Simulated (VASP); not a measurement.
OSZICAR of a VASP run on AuAl2 (fluorite):

OSZICAR:
```
       N       E                     dE             d eps       ncg     rms          rms(c)
DAV:   1     0.667684356820E+02    0.66768E+02   -0.70713E+03  1176   0.117E+03
DAV:   2    -0.551037661514E+01   -0.72279E+02   -0.66038E+02  1284   0.203E+02
DAV:   3    -0.762890158077E+01   -0.21185E+01   -0.20606E+01  1404   0.336E+01
DAV:   4    -0.765086291781E+01   -0.21961E-01   -0.21902E-01  1328   0.382E+00
DAV:   5    -0.765123103184E+01   -0.36811E-03   -0.36790E-03  1420   0.539E-01    0.852E+00
DAV:   6    -0.662379967736E+01    0.10274E+01   -0.58054E+00  1276   0.271E+01    0.381E+00
DAV:   7    -0.656316426194E+01    0.60635E-01   -0.27427E-01  1208   0.619E+00    0.180E+00
DAV:   8    -0.654361160876E+01    0.19553E-01   -0.29801E-02  1328   0.151E+00    0.371E-01
DAV:   9    -0.654339763904E+01    0.21397E-03   -0.35247E-03  1276   0.719E-01    0.169E-01
DAV:  10    -0.654357185412E+01   -0.17422E-03   -0.31356E-04  1244   0.158E-01    0.320E-02
DAV:  11    -0.654356615287E+01    0.57012E-05   -0.64467E-06  1640   0.224E-02    0.159E-02
DAV:  12    -0.654356551690E+01    0.63597E-06   -0.14414E-06  1236   0.111E-02    0.378E-03
DAV:  13    -0.654356523945E+01    0.27745E-06   -0.26339E-07  1076   0.531E-03    0.574E-04
DAV:  14    -0.654356530097E+01   -0.61520E-07   -0.15095E-08   688   0.128E-03
   1 F= -.65435653E+01 E0= -.65435653E+01  d E =0.000000E+00
```

Q: Which electronic solver shows in the log?

A: It is blocked Davidson (ALGO = Normal, or the opening steps of other solvers). The INCAR had ALGO = Normal.

Q: Can the final energy be trusted as converged?

A: The run converged. It stopped with EDIFF = 1E-7, NELM = 100 (optB88-vdW, plane waves, VASP's PBE PAW potentials (set 64)).

The compound is AuAl2 in the fluorite structure. It was relaxed first. The electron count is odd and the run is not spin-polarised, which forces a metal.
